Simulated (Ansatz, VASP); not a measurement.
# TiO2 (Rutile): VASP beside Ansatz, part 2 of 2

One calculation is typed for both programs; each brings its own data sets. How far apart do they land? The cell is taken from a series of runs on this material, whose earlier steps may have relaxed, scaled, displaced or heated it; both programs get it as it stands.

VASP 6.6.1 and Ansatz 0.2.0.

So far: Set-up; Ansatz: G0W0 gap, PBE.

## (3) VASP: G0W0 gap, PBE

Level of this step: G0W0 on PBE, no spin polarisation; plane waves and PAW (Ti_sv_GW, O_GW) (VASP).

The same cell, functional and mesh now go to VASP, with its own data sets.

Lines of VASP's logs that name or quote its potential files are left out, and so is its time.

The run reads the wave functions of an earlier VASP run, which isn't shown here.

Input file INCAR:

```
SYSTEM = TiO2
PREC = Accurate
ENCUT = 440
ISMEAR = 0
SIGMA = 0.01
LREAL = .FALSE.
GGA = PE
NBANDS = 264
LASPH = .TRUE.
ALGO = EVGW0
NELMGW = 1
ENCUTGW = 140
NOMEGA = 64
PRECFOCK = Fast
NBANDSGW = 32
LWAVE = .FALSE.
LCHARG = .FALSE.
```

Input file POSCAR:

```
TiO2
1.0
    4.6840440000      0.0000000000      0.0000000000
    0.0000000000      4.6840440000      0.0000000000
    0.0000000000      0.0000000000      3.0165480000
Ti O
2 4
Direct
    0.0000000000      0.0000000000      0.0000000000
    0.5000000000      0.5000000000      0.5000000000
    0.3066210242      0.3066210242      0.0000000000
    0.1933789758      0.8066210242      0.5000000000
    0.6933789758      0.6933789758      0.0000000000
    0.8066210242      0.1933789758      0.5000000000
```

Input file KPOINTS:

```
Automatic mesh
0
Gamma
4 4 6
0 0 0
```

Potentials, in the order of the species: Ti_sv_GW and O_GW (PBE family, release 64).

The run is started by

```
> mpirun -np 8 vasp_std
```

Numbers of over 12 decimals in the logs are rounded to 6 here.

What it wrote:

```text
[banner, memory and clock lines left out]
running    8 mpi-ranks, on    1 nodes
 distrk:  each k-point on    8 cores,    1 groups
 distr:  one band on    1 cores,    8 groups

 POSCAR found type information on POSCAR TiO
 POSCAR found :  2 types and       6 ions
|                                                                             |
|           W    W    AA    RRRRR   N    N  II  N    N   GGGG   !!!           |
|           W    W   A  A   R    R  NN   N  II  NN   N  G    G  !!!           |
|           W    W  A    A  R    R  N N  N  II  N N  N  G       !!!           |
|           W WW W  AAAAAA  RRRRR   N  N N  II  N  N N  G  GGG   !            |
|           WW  WW  A    A  R   R   N   NN  II  N   NN  G    G                |
|           W    W  A    A  R    R  N    N  II  N    N   GGGG   !!!           |
|                                                                             |
|     For optimal performance we recommend to set                             |
|       NCORE = 2 up to number-of-cores-per-socket                            |
|     NCORE specifies how many cores store one orbital (NPAR=cpu/NCORE).      |
|     This setting can greatly improve the performance of VASP for DFT.       |
|     The default, NCORE=1 might be grossly inefficient on modern             |
|     multi-core architectures or massively parallel machines. Do your        |
|     Unfortunately you need to use the default for GW and RPA                |
|     calculations (for HF NCORE is supported but not extensively tested      |
|     yet).                                                                   |
|                                                                             |

|                                                                             |
|           W    W    AA    RRRRR   N    N  II  N    N   GGGG   !!!           |
|           W    W   A  A   R    R  NN   N  II  NN   N  G    G  !!!           |
|           W    W  A    A  R    R  N N  N  II  N N  N  G       !!!           |
|           W WW W  AAAAAA  RRRRR   N  N N  II  N  N N  G  GGG   !            |
|           WW  WW  A    A  R   R   N   NN  II  N   NN  G    G                |
|           W    W  A    A  R    R  N    N  II  N    N   GGGG   !!!           |
|                                                                             |
|     The default for ENCUTGWSOFT is different in this version of VASP.       |
|     please manually set ENCUTGWSOFT =140 in the INCAR file.                 |
|                                                                             |

 LDA part: xc-table for (Slater+PW92), standard interpolation
 found WAVECAR, reading the header
 POSCAR, INCAR and KPOINTS ok, starting setup
 FFT: planning ... GRIDC
 FFT: planning ... GRID_SOFT
 FFT: planning ... GRID
 reading WAVECAR
 the WAVECAR file was read successfully
 initial charge from wavefunction
 available memory per node:     93.07 GB, setting MAXMEM to     95301

 The Fermi energy was updated, please check that it is located mid-gap
 values below the HOMO (VB) or above the LUMO (CB) will cause erroneous energies
 E-fermi :   5.1078

 calculate exact exchange contribution
 the WAVEDER file was read successfully
energies w=
    0.000    0.000    0.774    0.000    1.545    0.000    2.313    0.000
    3.076    0.000    3.833    0.000    4.582    0.000    5.322    0.000
    6.052    0.000    6.772    0.000    7.483    0.000    8.183    0.000
    8.874    0.000    9.555    0.000   10.229    0.000   10.894    0.000
   11.552    0.000   12.204    0.000   12.852    0.000   13.496    0.000
   14.138    0.000   14.780    0.000   15.422    0.000   16.066    0.000
   16.714    0.000   17.368    0.000   18.029    0.000   18.700    0.000
   19.382    0.000   20.078    0.000   20.791    0.000   21.522    0.000
   22.276    0.000   23.056    0.000   23.864    0.000   24.706    0.000
   25.586    0.000   26.511    0.000   27.485    0.000   28.516    0.000
   29.611    0.000   30.783    0.000   32.040    0.000   33.399    0.000
   34.872    0.000   36.482    0.000   38.252    0.000   40.210    0.000
   42.395    0.000   44.850    0.000   47.635    0.000   50.826    0.000
   54.523    0.000   58.860    0.000   64.024    0.000   70.276    0.000
   78.003    0.000   87.791    0.000  100.583    0.000  117.991    0.000
  143.025    0.000  182.026    0.000  251.023    0.000  405.738    0.000
 responsefunction array rank=     272
 LDA part: xc-table for (Slater+PW92), standard interpolation

 min. memory requirement per mpi rank    387.6 MB, per node   3100.7 MB

 allocating   8 responsefunctions rank=   272
 shmem allocating  64 responsefunctions rank=   272
 response function shared by NCSHMEM nodes    1
 Doing            8  frequencies on each core in blocks of           64
NQ=   1    0.0000    0.0000    0.0000,
|.........|.........|.........|.........|.........|.........|.........|.........
 performed       1511000 updates of chi_q(r,r)
 total number of BLAS operations        849.12 Gflops
NQ=   2    0.2500    0.0000    0.0000,
|.........|.........|.........|.........|.........|.........|.........|.........
 performed       3833000 updates of chi_q(r,r)
 total number of BLAS operations       1982.63 Gflops
NQ=   3    0.5000    0.0000    0.0000,
|.........|.........|.........|.........|.........|.........|.........|.........
 performed       5614000 updates of chi_q(r,r)
 total number of BLAS operations       2817.41 Gflops
NQ=   4    0.2500    0.2500    0.0000,
|.........|.........|.........|.........|.........|.........|.........|.........
 performed       7564000 updates of chi_q(r,r)
 total number of BLAS operations       3731.34 Gflops
NQ=   5    0.5000    0.2500    0.0000,
|.........|.........|.........|.........|.........|.........|.........|.........
 performed       9886000 updates of chi_q(r,r)
 total number of BLAS operations       4819.43 Gflops
NQ=   6    0.5000    0.5000    0.0000,
|.........|.........|.........|.........|.........|.........|.........|.........
 performed      11397000 updates of chi_q(r,r)
 total number of BLAS operations       5447.99 Gflops
NQ=   7    0.0000    0.0000    0.1667,
|.........|.........|.........|.........|.........|.........|.........|.........
 performed      13246000 updates of chi_q(r,r)
 total number of BLAS operations       6432.79 Gflops
NQ=   8    0.2500    0.0000    0.1667,
|.........|.........|.........|.........|.........|.........|.........|.........
 performed      15973000 updates of chi_q(r,r)
 total number of BLAS operations       7829.69 Gflops
NQ=   9    0.5000    0.0000    0.1667,
|.........|.........|.........|.........|.........|.........|.........|.........
 performed      18295000 updates of chi_q(r,r)
 total number of BLAS operations       8954.04 Gflops
NQ=  10    0.2500    0.2500    0.1667,
|.........|.........|.........|.........|.........|.........|.........|.........
 performed      20752000 updates of chi_q(r,r)
 total number of BLAS operations      10163.26 Gflops
NQ=  11    0.5000    0.2500    0.1667,
|.........|.........|.........|.........|.........|.........|.........|.........
 performed      23479000 updates of chi_q(r,r)
 total number of BLAS operations      11505.49 Gflops
NQ=  12    0.5000    0.5000    0.1667,
|.........|.........|.........|.........|.........|.........|.........|.........
 performed      25328000 updates of chi_q(r,r)
 total number of BLAS operations      12357.67 Gflops
NQ=  13    0.0000    0.0000    0.3333,
|.........|.........|.........|.........|.........|.........|.........|.........
 performed      27177000 updates of chi_q(r,r)
 total number of BLAS operations      13312.17 Gflops
NQ=  14    0.2500    0.0000    0.3333,
|.........|.........|.........|.........|.........|.........|.........|.........
 performed      29904000 updates of chi_q(r,r)
 total number of BLAS operations      14698.05 Gflops
NQ=  15    0.5000    0.0000    0.3333,
|.........|.........|.........|.........|.........|.........|.........|.........
 performed      32226000 updates of chi_q(r,r)
 total number of BLAS operations      15859.26 Gflops
NQ=  16    0.2500    0.2500    0.3333,
|.........|.........|.........|.........|.........|.........|.........|.........
 performed      34683000 updates of chi_q(r,r)
 total number of BLAS operations      17127.70 Gflops
NQ=  17    0.5000    0.2500    0.3333,
|.........|.........|.........|.........|.........|.........|.........|.........
 performed      37410000 updates of chi_q(r,r)
 total number of BLAS operations      18405.77 Gflops
NQ=  18    0.5000    0.5000    0.3333,
|.........|.........|.........|.........|.........|.........|.........|.........
 performed      39259000 updates of chi_q(r,r)
 total number of BLAS operations      19345.29 Gflops
NQ=  19    0.0000    0.0000    0.5000,
|.........|.........|.........|.........|.........|.........|.........|.........
 performed      40770000 updates of chi_q(r,r)
 total number of BLAS operations      20125.38 Gflops
NQ=  20    0.2500    0.0000    0.5000,
|.........|.........|.........|.........|.........|.........|.........|.........
 performed      43092000 updates of chi_q(r,r)
 total number of BLAS operations      21343.01 Gflops
NQ=  21    0.5000    0.0000    0.5000,
|.........|.........|.........|.........|.........|.........|.........|.........
 performed      44873000 updates of chi_q(r,r)
 total number of BLAS operations      22164.04 Gflops
NQ=  22    0.2500    0.2500    0.5000,
|.........|.........|.........|.........|.........|.........|.........|.........
 performed      46823000 updates of chi_q(r,r)
 total number of BLAS operations      23186.78 Gflops
NQ=  23    0.5000    0.2500    0.5000,
|.........|.........|.........|.........|.........|.........|.........|.........
 performed      49145000 updates of chi_q(r,r)
 total number of BLAS operations      24366.65 Gflops
NQ=  24    0.5000    0.5000    0.5000,
|.........|.........|.........|.........|.........|.........|.........|.........
 performed      50656000 updates of chi_q(r,r)
 total number of BLAS operations      25159.07 Gflops
 resolving degeneracies of screened two electron integrals

 calculate QP shifts <psi_nk| G(iteration)W_0 |psi_nk>: iteration 1
 entering main loop
```

From OUTCAR (step 3):

```text
ion  position               nearest neighbor table
   1  0.000  0.000  0.000-   4 1.98   6 1.98   4 1.98   6 1.98   5 2.03   3 2.03
   2  0.500  0.500  0.500-   3 1.98   5 1.98   3 1.98   5 1.98   4 2.03   6 2.03
   3  0.307  0.307  0.000-   2 1.98   2 1.98   1 2.03
   4  0.193  0.807  0.500-   1 1.98   1 1.98   2 2.03
   5  0.693  0.693  0.000-   2 1.98   2 1.98   1 2.03
   6  0.807  0.193  0.500-   1 1.98   1 1.98   2 2.03

  LATTYP: Found a simple tetragonal cell.
 ALAT       =     4.6840440000
 C/A-ratio  =     0.6440050520

 Subroutine GETGRP returns: Found 16 space group operations
 (whereof  8 operations were pure point group operations)

The static configuration has the point symmetry D_2h.
 The point group associated with its full space group is D_4h.

 Found     24 irreducible k-points:

   k-points           NKPTS =     24   k-points in BZ     NKDIM =     96   number of bands    NBANDS=    264

   dimension x,y,z NGX =    32 NGY =   32 NGZ =   24
   dimension x,y,z NGXF=    64 NGYF=   64 NGZF=   48

   ENCUT  =  440.0 eV  32.34 Ry    5.69 a.u.   8.01  8.01  5.16*2*pi/ulx,y,z

   NELECT =      48.0000    total number of electrons

  energy-cutoff  :      440.00
  volume of cell :       66.18
      direct lattice vectors                 reciprocal lattice vectors
     4.684044000  0.000000000  0.000000000     0.213490736  0.000000000  0.000000000
     0.000000000  4.684044000  0.000000000     0.000000000  0.213490736  0.000000000
     0.000000000  0.000000000  3.016548000     0.000000000  0.000000000  0.331504753

 k-points in reciprocal lattice and weights: Automatic mesh
   0.00000000  0.00000000  0.00000000       0.010
   0.25000000  0.00000000  0.00000000       0.042
   0.50000000  0.00000000  0.00000000       0.021
   0.25000000  0.25000000  0.00000000       0.042
   0.50000000  0.25000000  0.00000000       0.042
   0.50000000  0.50000000  0.00000000       0.010
   0.00000000  0.00000000  0.16666667       0.021
   0.25000000  0.00000000  0.16666667       0.083
   0.50000000  0.00000000  0.16666667       0.042
[...]
0.50000000  0.25000000  0.50000000       0.042
   0.50000000  0.50000000  0.50000000       0.010

 E-fermi :   5.1078

 QP shifts <psi_nk| G(iteration)W_0 |psi_nk>: iteration 1
 for sc-GW calculations column KS-energies equals QP-energies in previous step
 and V_xc(KS)=  KS-energies - (<T + V_ion + V_H > + <T+V_H+V_ion>^1  + <V_x>^1)
 k-point   1 :       0.0000    0.0000    0.0000
  band No.  KS-energies  QP-energies   sigma(KS)   V_xc(KS)     V^pw_x(r,r')   Z            occupation Imag(sigma)
    ...
     21       3.5120       3.2641     -20.7143     -20.3669     -25.1134       0.7136       2.0000       0.2804
     22       3.8008       3.6518     -20.4340     -20.2234     -24.7432       0.7074       2.0000       0.2824
     23       3.8008       3.6518     -20.4340     -20.2234     -24.7432       0.7074       2.0000       0.2824
     24       4.2060       4.0712     -20.2119     -20.0184     -24.6775       0.6961       2.0000       0.3026
     25       6.0096       7.3241     -17.7021     -19.5722     -11.1860       0.7029       0.0000      -0.3316
     26       6.3176       7.5522     -17.4649     -19.2206     -11.1539       0.7032       0.0000      -0.3330
     27       6.5055       7.7623     -18.0348     -19.8762     -11.3763       0.6826       0.0000      -0.3660
     28       6.5589       7.8702     -18.2483     -20.1595     -11.3541       0.6861       0.0000      -0.3700
    ...

 k-point   2 :       0.2500    0.0000    0.0000
  band No.  KS-energies  QP-energies   sigma(KS)   V_xc(KS)     V^pw_x(r,r')   Z            occupation Imag(sigma)
    ...
     21       2.8737       2.6720     -19.4230     -19.1350     -23.6091       0.7004       2.0000       0.3280
     22       3.1893       2.9508     -20.3569     -20.0217     -24.5778       0.7116       2.0000       0.2851
     23       3.4545       3.2966     -19.8785     -19.6524     -24.2147       0.6985       2.0000       0.3139
     24       3.9958       3.8270     -20.0055     -19.7630     -24.5590       0.6957       2.0000       0.3136
     25       6.2798       7.5564     -17.8957     -19.7284     -11.4859       0.6966       0.0000      -0.3424
     26       6.6053       7.8093     -17.7219     -19.4636     -11.3457       0.6913       0.0000      -0.3611
     27       6.7514       8.0478     -18.4587     -20.3557     -11.5569       0.6834       0.0000      -0.3853
     28       6.8106       8.0908     -18.5878     -20.4694     -11.7774       0.6804       0.0000      -0.3860
    ...

 k-point   3 :       0.5000    0.0000    0.0000
  band No.  KS-energies  QP-energies   sigma(KS)   V_xc(KS)     V^pw_x(r,r')   Z            occupation Imag(sigma)
    ...
     21       2.6559       2.3784     -19.9315     -19.5383     -24.2290       0.7056       2.0000       0.3127
     22       2.6559       2.3784     -19.9315     -19.5383     -24.2290       0.7056       2.0000       0.3127
     23       3.5211       3.3091     -19.5887     -19.2824     -24.2092       0.6922       2.0000       0.3386
     24       3.5211       3.3091     -19.5887     -19.2824     -24.2092       0.6922       2.0000       0.3386
     25       6.6265       7.8670     -17.9764     -19.7792     -11.4887       0.6882       0.0000      -0.3693
     26       6.6265       7.8670     -17.9764     -19.7792     -11.4887       0.6882       0.0000      -0.3693
     27       7.0021       8.2710     -18.7727     -20.6518     -11.8630       0.6752       0.0000      -0.4094
     28       7.0021       8.2710     -18.7727     -20.6518     -11.8630       0.6752       0.0000      -0.4094
    ...

 k-point   4 :       0.2500    0.2500    0.0000
  band No.  KS-energies  QP-energies   sigma(KS)   V_xc(KS)     V^pw_x(r,r')   Z            occupation Imag(sigma)
    ...
     21       2.6011       2.3074     -18.6976     -18.2713     -23.4157       0.6891       2.0000       0.4016
     22       3.1086       2.8370     -20.3591     -19.9767     -24.7424       0.7101       2.0000       0.2946
     23       3.1684       2.9975     -19.6777     -19.4340     -23.7910       0.7013       2.0000       0.3113
     24       3.8486       3.6789     -20.0825     -19.8395     -24.5777       0.6986       2.0000       0.3066
     25       6.0835       7.3814     -17.7235     -19.5765     -11.2947       0.7004       0.0000      -0.3294
     26       6.5672       7.8797     -18.2596     -20.1743     -11.3454       0.6855       0.0000      -0.3716
     27       6.6707       7.8971     -17.9231     -19.7055     -11.4482       0.6881       0.0000      -0.3719
     28       7.0062       8.2732     -18.7851     -20.6628     -11.8825       0.6748       0.0000      -0.4094
    ...

[... 4 further parts left out ...]
```

## (4) Side by side

Known differences besides the potentials themselves: fixed occupations in Ansatz, narrow Gaussian smearing in VASP; the cutoff is 420 eV in Ansatz and 440 eV in VASP; Ansatz integrates over frequency by contour deformation, VASP on a grid of NOMEGA points; Ansatz's G0W0 levels solve the quasiparticle equation, VASP's are linearised. Total energies have different zeros and are not compared.

Compared:

| quantity | Ansatz | VASP | difference |
| --- | --- | --- | --- |
| G0W0 gap on the mesh (eV) | 3.07 | 3.18 | -0.11 |
| Kohn-Sham gap under it (eV) | 1.81 | 1.80 | +0.01 |

## (5) Results

```
difference in G0W0 gap on the mesh (G0W0 gap, PBE) : -0.11 eV
```

In words: The difference in G0W0 gap on the mesh is -0.11 eV (G0W0 gap, PBE). Such differences can come from data sets, numerical settings and the points named under the comparisons, not from the functional's error against experiment.

[Lines on the potential files, build, host, timing and source positions are cut from VASP's logs without a mark.]

[Logs are printed without paths, hosts, clocks, repeated set-up lines and the standing remarks that a program may print on its own settings, such as how far it seeks lower states.]

[Hosts, paths, dates, database ids (printed as entryN), source tags and the programs' standing remarks are cut or masked in the printed files.]
